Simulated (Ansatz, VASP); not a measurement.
# Os (Osmium) in two plane-wave programs

Aim: how closely do two programs agree when they are given the same cell, functional and k mesh? The cell is taken from a series of runs on this material, whose earlier steps may have relaxed, scaled, displaced or heated it; both programs get it as it stands.

Method: plane waves, with VASP 6.6.1 beside it; zone-centre phonons at LDA, in Ansatz 0.2.0.

## Step 1: Set-up

It takes space group P6_3/mmc (No. 194, hexagonal). The conventional cell has a = 2.746 Å, b = 2.746 Å, c = 4.119 Å, α = 90.00°, β = 90.00°, γ = 120.00°. Nearest to Os lie 12 Os at 2.60 to 2.75 Å.

Coordinates:

```cif
data_structure
_symmetry_space_group_name_H-M 'P6_3/mmc'
_symmetry_Int_Tables_number 194
_cell_length_a 2.7459
_cell_length_b 2.7459
_cell_length_c 4.1192
_cell_angle_alpha 90.000
_cell_angle_beta 90.000
_cell_angle_gamma 120.000
_cell_volume 26.90
loop_
_atom_site_label
_atom_site_type_symbol
_atom_site_symmetry_multiplicity
_atom_site_Wyckoff_symbol
_atom_site_fract_x
_atom_site_fract_y
_atom_site_fract_z
_atom_site_occupancy
Os1 Os 2 c 0.33333 0.66667 0.25000 1
```

## Step 2: VASP: zone-centre phonons, LDA

Second derivatives magnify differences that forces hide, and they need a tight electronic threshold.

Lines of VASP's logs that name or quote its potential files are left out, and so is its time.

Input file INCAR:

```
SYSTEM = Os
PREC = Accurate
ENCUT = 600
EDIFF = 1E-08
NELM = 120
ISMEAR = 1
SIGMA = 0.2
LREAL = .FALSE.
ALGO = Normal
GGA = CA
NBANDS = 14
LASPH = .TRUE.
LORBIT = 11
LWAVE = .FALSE.
LCHARG = .FALSE.
ISIF = 2
IBRION = 8
GGA_COMPAT = .FALSE.
KPAR = 2
```

Input file POSCAR:

```
Os
1.0
    2.7459302496      0.0000000000      0.0000000000
   -1.3729651248      2.3780453532      0.0000000000
    0.0000000000      0.0000000000      4.1192301683
Os
2
Direct
    0.3333333330      0.6666666670      0.2500000000
    0.6666666670      0.3333333330      0.7500000000
```

Input file KPOINTS:

```
Automatic mesh
0
Gamma
18 18 12
0 0 0
```

The projector-augmented-wave data sets are Os (LDA family, release 64).

Command:

```console
$ mpirun -np 2 vasp_std
```

Numbers of over 12 decimals in the logs are rounded to 6 here.

Log:

```text
[banner, memory and clock lines left out]
running    2 mpi-ranks, on    1 nodes
 distrk:  each k-point on    1 cores,    2 groups
 distr:  one band on    1 cores,    1 groups

 POSCAR found type information on POSCAR Os
 POSCAR found :  1 types and       2 ions
 LDA part: xc-table for (Slater(with rela. corr.)+CA(PZ))
 , standard interpolation
 POSCAR, INCAR and KPOINTS ok, starting setup
 FFT: planning ... GRIDC
 FFT: planning ... GRID_SOFT
 FFT: planning ... GRID
 WAVECAR not read
 entering main loop
       N       E                     dE             d eps       ncg     rms          rms(c)
DAV:   1     0.113138601923E+03    0.11314E+03   -0.83487E+03  7252   0.124E+03
DAV:   2    -0.207954291722E+02   -0.13393E+03   -0.11877E+03  7468   0.363E+02
DAV:   3    -0.266868762873E+02   -0.58914E+01   -0.56403E+01  9558   0.674E+01
DAV:   4    -0.267418804473E+02   -0.55004E-01   -0.54806E-01  7750   0.664E+00
DAV:   5    -0.267421858628E+02   -0.30542E-03   -0.30539E-03  9390   0.448E-01    0.355E+01
DAV:   6    -0.255501854428E+02    0.11920E+01   -0.10629E+00  8866   0.920E+00    0.162E+01
DAV:   7    -0.252054138788E+02    0.34477E+00   -0.70040E-01  9052   0.726E+00    0.948E-01
DAV:   8    -0.251969309496E+02    0.84829E-02   -0.74520E-03  7422   0.687E-01    0.415E-01
DAV:   9    -0.251948180130E+02    0.21129E-02   -0.17825E-03  8794   0.423E-01    0.522E-02
DAV:  10    -0.251948232356E+02   -0.52226E-05   -0.32351E-05  8818   0.457E-02    0.143E-02
DAV:  11    -0.251948184876E+02    0.47479E-05   -0.16511E-06  8356   0.149E-02    0.173E-03
DAV:  12    -0.251948183319E+02    0.15575E-06   -0.75836E-08  8734   0.320E-03    0.170E-04
DAV:  13    -0.251948183313E+02    0.55968E-09   -0.25299E-09  5144   0.584E-04
   1 F= -.25194818E+02 E0= -.25194985E+02  d E =0.498936E-03
 Linear response reoptimize wavefunctions to high precision
DAV:   1    -0.251948183310E+02    0.34515E-09   -0.28925E-10  5342   0.164E-04
DAV:   2    -0.251948183310E+02   -0.50022E-11   -0.24803E-11  4172   0.617E-05
 Linear response DOF=           2
 Linear response progress:
  Degree of freedom:   1/  2
       N       E                     dE             d eps       ncg     rms          rms(c)
RMM:   1    -0.198844036812E+00   -0.19884E+00   -0.11488E-01 54299   0.256E+00
RMM:   2    -0.194442706384E+00    0.44013E-02   -0.19609E-03 44718   0.554E-01    0.157E-01
RMM:   3    -0.193310407512E+00    0.11323E-02   -0.51642E-04 50309   0.157E-01    0.888E-02
RMM:   4    -0.192732129478E+00    0.57828E-03   -0.74449E-04 50659   0.183E-01    0.121E-02
RMM:   5    -0.192806715826E+00   -0.74586E-04   -0.14969E-05 52110   0.281E-02    0.404E-03
RMM:   6    -0.192790141940E+00    0.16574E-04   -0.15823E-06 51979   0.846E-03    0.128E-03
RMM:   7    -0.192788199155E+00    0.19428E-05    0.12426E-07 53445   0.124E-03    0.876E-04
RMM:   8    -0.192785664164E+00    0.25350E-05    0.48312E-08 52100   0.114E-03    0.103E-04
RMM:   9    -0.192785214526E+00    0.44964E-06    0.85956E-08 53789   0.177E-04    0.268E-05
RMM:  10    -0.192784964124E+00    0.25040E-06   -0.27617E-08 50389   0.486E-05    0.382E-06
RMM:  11    -0.192784947657E+00    0.16467E-07    0.22864E-08 54685   0.149E-05    0.234E-06
RMM:  12    -0.192784957189E+00   -0.95327E-08   -0.43686E-09 51664   0.754E-06    0.366E-07
 first order change of Fermi-energy  -0.10707E-04
 force on displaced ion       1 direction 1 : -12.427   0.001   0.000
 Linear response progress:
  Degree of freedom:   2/  2
       N       E                     dE             d eps       ncg     rms          rms(c)
RMM:   1    -0.248903883398E+00   -0.24890E+00   -0.13519E-01 19655   0.271E+00
RMM:   2    -0.240609389487E+00    0.82945E-02   -0.58717E-03 15037   0.747E-01    0.194E-01
RMM:   3    -0.239980917054E+00    0.62847E-03   -0.74254E-04 17729   0.152E-01    0.109E-01
RMM:   4    -0.240099679730E+00   -0.11876E-03   -0.33898E-04 17763   0.154E-01    0.112E-02
RMM:   5    -0.240156864844E+00   -0.57185E-04    0.57742E-05 18316   0.169E-02    0.616E-03
RMM:   6    -0.240170204387E+00   -0.13340E-04    0.12628E-05 18009   0.388E-03    0.432E-03
RMM:   7    -0.240184962158E+00   -0.14758E-04    0.68084E-06 18180   0.409E-03    0.423E-04
RMM:   8    -0.240183210629E+00    0.17515E-05    0.41058E-07 18372   0.684E-04    0.156E-04
RMM:   9    -0.240181925678E+00    0.12850E-05    0.13318E-07 18387   0.203E-04    0.404E-05
RMM:  10    -0.240181993247E+00   -0.67569E-07    0.14017E-07 17287   0.103E-04    0.382E-06
RMM:  11    -0.240182027858E+00   -0.34610E-07   -0.18734E-08 18726   0.322E-05    0.320E-06
RMM:  12    -0.240182023352E+00    0.45056E-08   -0.15683E-09 17791   0.159E-05    0.598E-07
 first order change of Fermi-energy   0.12534E-03
 force on displaced ion       1 direction 3 :  -0.000   0.000 -25.796
 Linear response finished
```

From OUTCAR (step 2):

```text
ion  position               nearest neighbor table
   1  0.333  0.667  0.250-   2 2.60   2 2.60   2 2.60   2 2.60   2 2.60   2 2.60
   2  0.667  0.333  0.750-   1 2.60   1 2.60   1 2.60   1 2.60   1 2.60   1 2.60

  LATTYP: Found a hexagonal cell.
 ALAT       =     2.7459302496
 C/A-ratio  =     1.5001219237

 Subroutine GETGRP returns: Found 24 space group operations
 (whereof 12 operations were pure point group operations)

The static configuration has the point symmetry D_3d.
 The point group associated with its full space group is D_6h.

 Found    259 irreducible k-points:

   k-points           NKPTS =    259   k-points in BZ     NKDIM =    259   number of bands    NBANDS=     14

   dimension x,y,z NGX =    24 NGY =   24 NGZ =   36
   dimension x,y,z NGXF=    48 NGYF=   48 NGZF=   72

   ENCUT  =  600.0 eV  44.10 Ry    6.64 a.u.   5.48  5.48  8.23*2*pi/ulx,y,z

   NELECT =      16.0000    total number of electrons

 k-points in reciprocal lattice and weights: Automatic mesh
   0.00000000  0.00000000  0.00000000       0.000
   0.05555556  0.00000000  0.00000000       0.002
   0.11111111  0.00000000  0.00000000       0.002
   0.16666667  0.00000000  0.00000000       0.002
   0.22222222  0.00000000  0.00000000       0.002
   0.27777778  0.00000000  0.00000000       0.002
   0.33333333  0.00000000  0.00000000       0.002
   0.38888889  0.00000000  0.00000000       0.002
   0.44444444  0.00000000  0.00000000       0.002
[...]
0.33333333  0.27777778  0.50000000       0.003
   0.33333333  0.33333333  0.50000000       0.001

 average (electrostatic) potential at core
       1 -42.9353       2 -42.9353

  Total        0.2610268      0.2610268      5.8146413     -0.0000000      0.0000000      0.0000000
  in kB       15.5478373     15.5478373    346.3441184     -0.0000000      0.0000000      0.0000000
  external PRESSURE =     125.8132643 kB  Pullay stress =       0.0000000 kB

  energy-cutoff  :      600.00
  volume of cell :       26.90
      direct lattice vectors                 reciprocal lattice vectors
     2.745930250  0.000000000  0.000000000     0.364175310  0.210256713  0.000000000
    -1.372965125  2.378045353  0.000000000     0.000000000  0.420513427  0.000000000
     0.000000000  0.000000000  4.119230168     0.000000000  0.000000000  0.242763808

 POSITION                                       TOTAL-FORCE (eV/Angst)
 -----------------------------------------------------------------------------------
     -0.00000      1.58536      1.02981         0.000000      0.000000      0.000000
      1.37297      0.79268      3.08942        -0.000000      0.000000      0.000000
 -----------------------------------------------------------------------------------
    total drift:                               -0.000000      0.000000     -0.000000

 Eigenvectors and eigenvalues of the dynamical matrix
 ----------------------------------------------------

   1 f  =    8.142121 THz    51.158454 2PiTHz  271.591915 cm-1    33.673091 meV
             X         Y         Z           dx          dy          dz
     -0.000000  1.585364  1.029808    -0.000000   -0.000000   -0.707107
      1.372965  0.792682  3.089423     0.000000    0.000000    0.707107

   2 f  =    5.651245 THz    35.507820 2PiTHz  188.505245 cm-1    23.371661 meV
             X         Y         Z           dx          dy          dz
     -0.000000  1.585364  1.029808    -0.000002   -0.707107   -0.000000
      1.372965  0.792682  3.089423     0.000002    0.707107   -0.000000

   3 f  =    5.651245 THz    35.507820 2PiTHz  188.505245 cm-1    23.371661 meV
             X         Y         Z           dx          dy          dz
     -0.000000  1.585364  1.029808     0.707107   -0.000002   -0.000000
      1.372965  0.792682  3.089423    -0.707107    0.000002   -0.000000

   4 f  =    0.000000 THz     0.000000 2PiTHz    0.000002 cm-1     0.000000 meV
             X         Y         Z           dx          dy          dz
     -0.000000  1.585364  1.029808     0.176209   -0.640761    0.241609
      1.372965  0.792682  3.089423     0.176209   -0.640761    0.241609

   5 f/i=    0.000000 THz     0.000000 2PiTHz    0.000001 cm-1     0.000000 meV
             X         Y         Z           dx          dy          dz
     -0.000000  1.585364  1.029808    -0.244516    0.174163    0.640218
      1.372965  0.792682  3.089423    -0.244516    0.174163    0.640218

   6 f/i=    0.000000 THz     0.000000 2PiTHz    0.000002 cm-1     0.000000 meV
             X         Y         Z           dx          dy          dz
     -0.000000  1.585364  1.029808    -0.639658   -0.243089   -0.178173
      1.372965  0.792682  3.089423    -0.639658   -0.243089   -0.178173

 ELASTIC MODULI CONTR FROM IONIC RELAXATION (kBar)
 Direction    XX          YY          ZZ          XY          YZ          ZX
 --------------------------------------------------------------------------------
 XX         -47.2817     47.2817     -0.0000      0.0000     -0.0000      0.0000
 YY          47.2817    -47.2817      0.0000     -0.0000      0.0000      0.0000
 ZZ          -0.0000      0.0000     -0.0000      0.0000      0.0000      0.0000
 XY           0.0000     -0.0000      0.0000    -47.2817     -0.0000      0.0000
 YZ          -0.0000      0.0000      0.0000     -0.0000     -0.0000      0.0000
 ZX           0.0000      0.0000      0.0000      0.0000      0.0000      0.0000
 --------------------------------------------------------------------------------
```

Energies printed during the response cycles are not total energies of the cell.

## Step 3: Ansatz: zone-centre phonons, LDA

Ansatz runs on its PAW soft_1 files.

The same cell, functional (in two slightly different forms), mesh and smearing now go to Ansatz, which takes its cutoff from its data sets.

Input file input.yaml:

```yaml
crystal:
  lattice:
    - [2.7459302496, 0.0, 0.0]
    - [-1.3729651248, 2.3780453532, 0.0]
    - [0.0, 0.0, 4.1192301683]
  atoms:
    - { symbol: Os, position: [0.333333333, 0.666666667, 0.25] }
    - { symbol: Os, position: [0.666666667, 0.333333333, 0.75] }
kpoints:
  mp_grid: { grid: [18, 18, 12] }
hamiltonian:
  xc: lda
  pseudopotentials: { kind: paw, azcp: { folder: soft_1 }, xc_functional: pbe }
scf:
  occupations: { method: methfessel_paxton, width: 0.2 }
output:
  eigenvalues: true
phonons:
  method: dfpt
```

Command:

```console
$ ansatz run input.yaml --threads 4 --pin off --max-ram 10240MiB --backend cpu --events-out ev --progress --plain --runs-dir out
```

Log:

```text
zone centre: on kpoints.mp_grid the ground state, and the responses unless they are solved on pairs of k-points, stand on 637 of the mesh's 3888 k-points, reduced under 4 symmetry operations, with k and −k counted as one. Each operation leaves every solved displacement unchanged or reverses it
Engine: ansatz 0.2.0, aarch64-unknown-linux-gnu
Pseudopotentials: kind: paw
Pseudopotential: Os, paw, valence charge 16, recommended cutoff 420 eV (normal), soft_1/Os.paw.azcp
Functional definition: SPW92
  exchange = slater_x
  correlation = pw_c
Crystal: 2 atoms, lattice volume = 26.898 Å³
Basis set: ecut = 420 eV, 523 PW (Γ), exchange–correlation on 40×40×60 points (8 copies of the dense FFT grid, shifted against one another)
Bands: 20, of which v1, the nominal top of the filled ones, is band 16 counted from 1 (15 counted from 0)
Symmetry: 24 space group operations
k-points: 637 of 3888 (irreducible under 4 space group operations, time reversal used)
Non-local potential: Os, projectors of the file, l = 0: 3, l = 1: 2, l = 2: 2, l = 3: 1
PAW form: soft (Blöchl's): semilocal exchange-correlation on the pseudo side does not see the compensation charge
PAW frozen core: Os, regenerated for the run's functional, and the local potential with it (the file was generated under x = pbe(κ = 0.804, μ = 0.219515), c = pbe(β = 0.066725))
PAW one-centre angular grid: Os, 590 points (default); XC on 64 Gauss nodes
Initial density: superposition of atomic densities (chi_scale 0.1, normalization cell)
Initial wavefunctions: pseudopotential atomic-orbital guess
Functional: x = slater, c = lda
SCF iter   1: F=—  HF=-22239.274900 eV  |F-HF|=—  |Δ(HF+E_count)|=         —  Δρ=6.15e-2  dr2=7.98e-1  ethr=3.10e-3  ⟨swp⟩=5.0  Hψ=116737  notcnv=0  defer=36
automatic band count: the SCF goes on with 24 bands, as 20 were too few: they end inside the smearing window of the response
preconditioner: auto → none  [metal: Δε(μ)=0.025 eV  Ē_g=12.565 eV  σ=0.200 eV  W_gap=0.10  n_scr=8 (ndim 8)  ℏωp=28.6 eV  f_vac=0.000  D(μ)=1.11/eV (n_scr^D=8)  sad-step TF]
SCF iter   2: F=—  HF=-22239.056503 eV  |F-HF|=—  |Δ(HF+E_count)|=   2.18e-1  S|Δr|=    0.00e0  Δρ=3.58e-2  dr2=2.63e-1  ethr=2.49e-3  ⟨swp⟩=2.0  Hψ=22793  notcnv=0  defer=311
SCF iter   3: F=—  HF=-22238.957857 eV  |F-HF|=—  |Δ(HF+E_count)|=   9.86e-2  S|Δr|=    0.00e0  Δρ=1.59e-3  dr2=3.39e-4  ethr=8.22e-4  ⟨swp⟩=2.0  Hψ=21571  notcnv=0  defer=311
SCF iter   4: F=—  HF=-22238.957602 eV  |F-HF|=—  |Δ(HF+E_count)|=   2.55e-4  S|Δr|=    0.00e0  Δρ=2.24e-4  dr2=7.26e-6  ethr=1.06e-6  ⟨swp⟩=2.1  Hψ=21887  notcnv=0  defer=454
SCF iter   5: F=—  HF=-22238.957598 eV  |F-HF|=—  |Δ(HF+E_count)|=   4.51e-6  S|Δr|=    0.00e0  Δρ=4.92e-5  dr2=2.62e-7  ethr=2.27e-8  ⟨swp⟩=2.3  Hψ=21205  notcnv=0  defer=454
SCF iter   6: F=—  HF=-22238.957604 eV  |F-HF|=—  |Δ(HF+E_count)|=   6.39e-6  S|Δr|=    0.00e0  Δρ=7.83e-6  dr2=9.16e-9  ethr=8.19e-10  ⟨swp⟩=2.6  Hψ=24296  notcnv=0  defer=596
SCF iter   7: F=—  HF=-22238.957604 eV  |F-HF|=—  |Δ(HF+E_count)|=   2.13e-9  S|Δr|=    0.00e0  Δρ=1.31e-6  dr2=1.26e-10  ethr=2.86e-11  ⟨swp⟩=2.0  Hψ=21125  notcnv=0  defer=600
SCF iter   8: F=-22238.957604 eV  HF=-22238.957604 eV  |F-HF|=3.64e-12  |Δ(HF+E_count)|=  5.82e-11  S|Δr|=    0.00e0  Δρ=1.36e-7  dr2=2.85e-12  ethr=1.00e-12  ⟨swp⟩=10.5  Hψ=74034  notcnv=0
SCF 1 converged in 8 iterations: F = -22238.957604 eV  dr2 = 2.85e-12
  greatest PAW one-centre occupation: 1.000 electrons in one spin orbital (limit 2), on the Os atom at site 1 (counted from 0), in its partial waves of l = 0
DFPT response loops at Γ: preconditioner auto → Kerker (q_TF=auto, 2.808 Å⁻¹) (partly filled bands, converged f_vac=0.000); β = 1.00, the filter's whole step (`scf.mixing.beta` (0.50) is not read by the response loops under this deck's `scf.mixing.preconditioner`; to damp them name `kerker` or `kerker_dos`, under which they read `scf.mixing.beta`, and type it under 1.00, their step now; both keys bind the ground state too); Broyden in place of MSR1
SCF converged after 8 iterations
Stability not checked: this state was not tested for a lower state beside it, because cold or Methfessel-Paxton smearing, or corrected tetrahedra, fill the levels in a way that the test cannot read (fill_not_monotonic; see scf.lower_state_search)
Free energy (F): -22238.957604 eV
Harris-Foulkes:  -22238.957604 eV  (|F-HF|=3.64e-12)
Internal energy: -22238.958044 eV  (E = F + TS)
E sigma→0 (E₀):  -22238.957714 eV
Entropy (-TS):   0.000440 eV (0.220 meV/atom)
Fermi energy:    26.908078 eV
--- Per-component energies (eV) ---
  E_band       = -106.102023
  E_kinetic    = 990.437627
  E_local      = -1767.159690  (includes V_loc(G=0)·N_el)
  E_nonlocal   = 406.328829
  E_hartree    = 635.696832
  E_xc         = -467.485220
  E_vxc        = -495.350875  (∫ρ·V_xc dr)
  E_paw        = -17564.801672  (= ΣΔE_a)
  E_vpaw       = -511.752548  (= ΣTr[D̂ρ^β])
  E_aug_tail   = 0.000896  (compensation charges beyond the density's cutoff)
  E_ewald      = -4472.701292
  E_core_change = 0.725646  (= ΣΔE_core)
  E_smearing   = 0.000440  (= −TS)
  E_closure    = -0.000000  (closes the sum)
  Σ components = -22238.957604   (vs F -22238.957604, Δ=0.00e0)
--- Band table (eV; the first three rows and the last of 637) ---
  k-point 0: bands = [... 12 lower, 24.5352, 24.5986, 24.5986, 24.7274, 24.7274, 27.6501, 28.6552, 28.6552, ... 4 higher]
  k-point 1: bands = [... 12 lower, 24.4673, 24.5116, 24.5116, 24.9390, 24.9390, 27.3058, 28.6973, 28.6973, ... 4 higher]
  k-point 2: bands = [... 12 lower, 24.2758, 24.2822, 24.2822, 25.4251, 25.4251, 26.4524, 28.7808, 28.7808, ... 4 higher]
  k-point 636: bands = [... 12 lower, 23.3137, 23.3137, 25.1086, 25.1086, 29.1979, 29.1979, 31.8633, 31.8633, ... 4 higher]
--- Phonons (Γ-DFPT): 2 representative perturbations + reference, on 637 of 3888 k-points (Σ response iterations 4) ---
  k mesh reduced under 4 symmetry operations, with k and −k counted as one. Each operation leaves every solved displacement unchanged or reverses it
  ASR residual: 1.478e-4 → 0.000e0 eV/Å²; symmetrization residual: 4.956e-13 eV/Å²
  ASR residual per site (eV/Å²): 1.48e-4 1.48e-4
  Γ frequencies (cm⁻¹): 0.00 0.00 0.00 189.63 189.63 273.00
  non-analytic LO–TO correction: not included (Born effective charges unavailable; polar crystals: no LO–TO splitting at Γ)
```

## Step 4: Comparison

Known differences besides the potentials themselves: the two LDA forms differ slightly; the data sets hold 32 valence electrons in Ansatz (on its PAW soft_1 files) and 16 in VASP; the cutoff is 420 eV in Ansatz and 600 eV in VASP; VASP's log shows a relativistic correction to its local exchange, Ansatz's none. Total energies have different zeros and are not compared.

Both answers:

| quantity | Ansatz | VASP | difference |
| --- | --- | --- | --- |
| optical mode 1 to 2 (cm⁻¹) | 189.6 | 188.5 | +0.60 % |
| optical mode 3 (cm⁻¹) | 273.0 | 271.6 | +0.52 % |

Modes are paired by rising frequency, not by their patterns, so a pair may set unlike modes beside each other; they are those without the splitting of longitudinal modes.

## Step 5: Outcome

- r.m.s. difference of the optical zone-centre modes, each program's sorted by frequency (zone-centre phonons, LDA): 1.2 cm⁻¹
- difference in optical mode 1 to 2 (zone-centre phonons, LDA): +0.6 %

In words: The r.m.s. difference of the optical zone-centre modes, each program's sorted by frequency is 1.2 cm⁻¹ (zone-centre phonons, LDA). The data sets hold unlike numbers of valence electrons (32 in Ansatz and 16 in VASP), so part of the differences comes from the potentials. Among the rows given in per cent, the largest difference of the zone-centre phonons, LDA pair is in optical mode 1 to 2, +0.6 %. How closely two codes agree says nothing of how well the functional describes the real material.

[Lines on the potential files, build, host, timing and source positions are cut from VASP's logs without a mark.]

[Logs are printed without paths, hosts, clocks, repeated set-up lines and the standing remarks that a program may print on its own settings, such as how far it seeks lower states.]

[Hosts, paths, dates, database ids (printed as entryN), source tags and the programs' standing remarks are cut or masked in the printed files.]
